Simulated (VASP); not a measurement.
VASP ran on this input.

**KPOINTS**
```
kpoints
0
gamma
3 3 3
```

File POSCAR:
```
RuS2
1
    5.6306100000     0.0000000000     0.0000000000
    0.0000000000     5.6306100000     0.0000000000
    0.0000000000     0.0000000000     5.6306100000
Ru S
4 8
Direct
  0.0006150000   0.4956570000   0.5105090000
  0.4964970000   0.4996150000   0.0089830000
  0.5127790000   0.0037400000   0.5056200000
  0.0030200000   0.0030870000  -0.0071060000
  0.3834020000   0.1055280000   0.8820470000
  0.6252680000   0.8853540000   0.1061940000
  0.1041980000   0.8920530000   0.3794920000
  0.8753270000   0.1094310000   0.6109980000
  0.8872140000   0.3898460000   0.1104000000
  0.1011250000   0.6144130000   0.8928000000
  0.6157430000   0.6130310000   0.6187830000
  0.3948110000   0.3882440000   0.3812790000
```

### INCAR
```
ALGO = Normal
EDIFF = 1E-6
ENCUT = 300
GGA = PS
ISIF = 2
ISMEAR = 0
LASPH = T
LCHARG = F
LMAXMIX = 4
LREAL = F
LWAVE = F
NELM = 100
PREC = Accurate
SIGMA = 0.05
SYSTEM = RuS2
```

POTCAR, in this order: Ru_pv S (PBE.64 set). Program: vasp_std.

Write an equivalent input for Quantum ESPRESSO's pw.x.

One equivalent input (not run):
```
&CONTROL
  calculation = 'scf'
  pseudo_dir = './pseudo'
  outdir = './out'
  tprnfor = .true.
  tstress = .true.
/
&SYSTEM
  ibrav = 0
  nat = 12
  ntyp = 2
  ecutwfc = 84
  occupations = 'smearing'
  smearing = 'gaussian'
  degauss = 0.003675
  input_dft = 'pbesol'
/
&ELECTRONS
  conv_thr = 7.3e-08
  electron_maxstep = 100
/
ATOMIC_SPECIES
  Ru 101.070 Ru.upf
  S 32.060 S.upf
CELL_PARAMETERS angstrom
     5.6306100    0.0000000    0.0000000
     0.0000000    5.6306100    0.0000000
     0.0000000    0.0000000    5.6306100
ATOMIC_POSITIONS crystal
  Ru   0.0006150  0.4956570  0.5105090
  Ru   0.4964970  0.4996150  0.0089830
  Ru   0.5127790  0.0037400  0.5056200
  Ru   0.0030200  0.0030870 -0.0071060
  S    0.3834020  0.1055280  0.8820470
  S    0.6252680  0.8853540  0.1061940
  S    0.1041980  0.8920530  0.3794920
  S    0.8753270  0.1094310  0.6109980
  S    0.8872140  0.3898460  0.1104000
  S    0.1011250  0.6144130  0.8928000
  S    0.6157430  0.6130310  0.6187830
  S    0.3948110  0.3882440  0.3812790
K_POINTS automatic
  3 3 3 0 0 0
```
What does not carry over: the potentials are each code's own (VASP's PAW set, PseudoDojo norm-conserving files in pw.x), so ENCUT and ecutwfc are chosen apart and not converted; conv_thr bounds pw.x's estimated SCF error, while EDIFF bounds the energy change between steps.

The structure comes from a computed database's RuS2 entry; how it stands against other phases isn't given here. The cell was not relaxed at this level, atoms are displaced from their ideal sites. The run is one of a series of settings (GGA = PS against the base run), some of them coarse on purpose.
